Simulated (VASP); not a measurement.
Ag (fcc) relaxed at rising pressure, in one space group throughout; other phases were not tried. The pressures are those reached. Computed with PBEsol GGA, VASP's PBE PAW potentials (set 64) (plane waves; VASP 6.6.1).

| P (GPa) | V (Å³/atom) | k-mesh |
|---|---|---|
| 0.00 | 16.615 | 15×15×15 |
| 5.19 | 15.994 | 16×16×16 |
| 9.99 | 15.521 | 16×16×16 |
| 20.01 | 14.754 | 16×16×16 |
| 30.00 | 14.171 | 16×16×16 |

A change of mesh leaves a small step in the series.

### Question
Fit an equation of state and predict the volume at 44.88 GPa.

### Answer
Least squares on the third-order Birch-Murnaghan form, P = (3B0/2)(y⁷ − y⁵)[1 + (3/4)(B′ − 4)(y² − 1)] with y = (V0/V)^(1/3), gives V0 = 16.618 Å³/atom, B0 = 121 GPa and B′ = 5.5, and so 13.494 Å³/atom. The run gave 13.497 Å³/atom, +0.0 % from the fit.

Pressures at which the relaxation failed are left out.

The compound is Ag in the fcc structure.
